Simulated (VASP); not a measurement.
Level of theory: PBE GGA with spin-orbit coupling, VASP's PBE PAW potentials (set 64) (plane waves; VASP).

The input files of a VASP run:

### INCAR
```
SYSTEM = NbH2
PREC = Accurate
ENCUT = 300
EDIFF = 1E-6
NELM = 100
ALGO = Normal
LREAL = .FALSE.
LASPH = .TRUE.
ISMEAR = 0
SIGMA = 0.136
GGA = PE
LMAXMIX = 4
LWAVE = .FALSE.
LCHARG = .FALSE.
ISIF = 2
LSORBIT = .TRUE.
LNONCOLLINEAR = .TRUE.
MAGMOM = 0.0 0.0 0.0 0.0 0.0 0.0 0.0 0.0 0.0
GGA_COMPAT = .FALSE.
LORBIT = 11
```

### KPOINTS
```
Automatic mesh
0
Gamma
13 13 7
0 0 0
```

POSCAR:
```
NbH2
1
    2.9251400000     0.0000000000     0.0000000000
   -1.4625700000     2.5332450000     0.0000000000
    0.0000000000     0.0000000000     4.7188580000
Nb H
1 2
Direct
  0.0000000000   0.0000000000   0.0000000000
  0.3333330000   0.6666670000   0.2520000000
  0.6666670000   0.3333330000   0.7480000000
```

POTCAR, in this order: Nb_sv H (PBE.64 set). Program: vasp_ncl.

Output of the run:

OSZICAR:
```
       N       E                     dE             d eps       ncg     rms          rms(c)
DAV:   1     0.908357776370E+02    0.90836E+02   -0.62604E+03  6248   0.896E+02
DAV:   2    -0.110842876330E+02   -0.10192E+03   -0.97960E+02  7392   0.355E+02
DAV:   3    -0.177061077801E+02   -0.66218E+01   -0.64565E+01 10014   0.661E+01
DAV:   4    -0.180099564131E+02   -0.30385E+00   -0.30225E+00  7842   0.128E+01
DAV:   5    -0.180187019501E+02   -0.87455E-02   -0.87425E-02  8740   0.199E+00    0.844E+00
DAV:   6    -0.168875321663E+02    0.11312E+01   -0.19797E+00  7824   0.147E+01    0.298E+00
DAV:   7    -0.166947584613E+02    0.19277E+00   -0.61223E-01  8614   0.700E+00    0.105E+00
DAV:   8    -0.166876676319E+02    0.70908E-02   -0.57749E-02  7892   0.213E+00    0.618E-01
DAV:   9    -0.166880090298E+02   -0.34140E-03   -0.49026E-03  8354   0.629E-01    0.265E-01
DAV:  10    -0.166883241786E+02   -0.31515E-03   -0.59718E-04  7384   0.302E-01    0.504E-02
DAV:  11    -0.166883702888E+02   -0.46110E-04   -0.90798E-05  8560   0.825E-02    0.188E-02
DAV:  12    -0.166883896049E+02   -0.19316E-04   -0.36267E-05  6528   0.429E-02    0.849E-03
DAV:  13    -0.166883892944E+02    0.31051E-06   -0.39306E-06  7024   0.208E-02
   1 F= -.16688389E+02 E0= -.16678797E+02  d E =-.191837E-01  mag=    -0.0000     0.0000    -0.0000
```

File OUTCAR:
```
------------------------ aborting loop because EDIFF is reached ----------------------------------------
  FORCE on cell =-STRESS in cart. coord.  units (eV):
  Direction    XX          YY          ZZ          XY          YZ          ZX
  --------------------------------------------------------------------------------------
  Total       -2.2022368     -2.2022358     -0.9924497      0.0000000      0.0000000     -0.0000000
  in kB     -100.9052667   -100.9052229    -45.4734942      0.0000000      0.0000000     -0.0000000
  external PRESSURE =     -82.4279946 kB  Pullay stress =       0.0000000 kB
  volume of cell :       34.97
      direct lattice vectors                 reciprocal lattice vectors
     2.925140000  0.000000000  0.000000000     0.341863979  0.197375303  0.000000000
    -1.462570000  2.533245000  0.000000000     0.000000000  0.394750606  0.000000000
     0.000000000  0.000000000  4.718858000     0.000000000  0.000000000  0.211915680
 POSITION                                       TOTAL-FORCE (eV/Angst)
 -----------------------------------------------------------------------------------
      0.00000      0.00000      0.00000        -0.000000      0.000000      0.000000
     -0.00000      1.68883      1.18915        -0.000000      0.000000     -0.411482
      1.46257      0.84441      3.52971         0.000000      0.000000      0.411482
 -----------------------------------------------------------------------------------
    total drift:                               -0.000000      0.000000     -0.000000
  FREE ENERGIE OF THE ION-ELECTRON SYSTEM (eV)
  ---------------------------------------------------
  free  energy   TOTEN  =       -16.6883892944 eV

  energy  without entropy=      -16.6692055837  energy(sigma->0) =      -16.67879744

 total charge

# of ion       s       p       d       tot
------------------------------------------
    1        2.156   6.009   2.428  10.593
    2        0.534   0.010   0.000   0.544
    3        0.534   0.010   0.000   0.544
--------------------------------------------------
tot          3.225   6.029   2.428  11.681

 magnetization (x)

# of ion       s       p       d       tot
------------------------------------------
    1       -0.000   0.000  -0.000  -0.000
    2        0.000  -0.000   0.000  -0.000
    3        0.000  -0.000   0.000  -0.000
--------------------------------------------------
tot         -0.000  -0.000  -0.000  -0.000

 magnetization (y)

# of ion       s       p       d       tot
------------------------------------------
    1        0.000   0.000   0.000   0.000
    2        0.000   0.000   0.000   0.000
    3        0.000   0.000   0.000   0.000
--------------------------------------------------
tot          0.000   0.000   0.000   0.000

 magnetization (z)

# of ion       s       p       d       tot
------------------------------------------
    1        0.000   0.000   0.000   0.000
    2        0.000   0.000   0.000   0.000
    3        0.000   0.000   0.000   0.000
--------------------------------------------------
tot          0.000   0.000   0.000   0.000

 Ion:    1  E_soc:     -0.1744882

 Ion:    2  E_soc:      0.0000002

 Ion:    3  E_soc:      0.0000002
```
(Selected blocks of OUTCAR.)

At this cut-off the stress carries a Pulay error, which pulls relaxed volumes low.

The structure was generated: NbH2 was put into an ordered model structure, which need not be its known phase. The cell was not relaxed at this level. The run is one of a series of settings (GGA_COMPAT = .FALSE., LNONCOLLINEAR = .TRUE., LSORBIT = .TRUE., MAGMOM = 0.0 0.0 0.0 0.0 0.0 0.0 0.0 0.0 0.0, program vasp_ncl against the base run), some of them coarse on purpose.
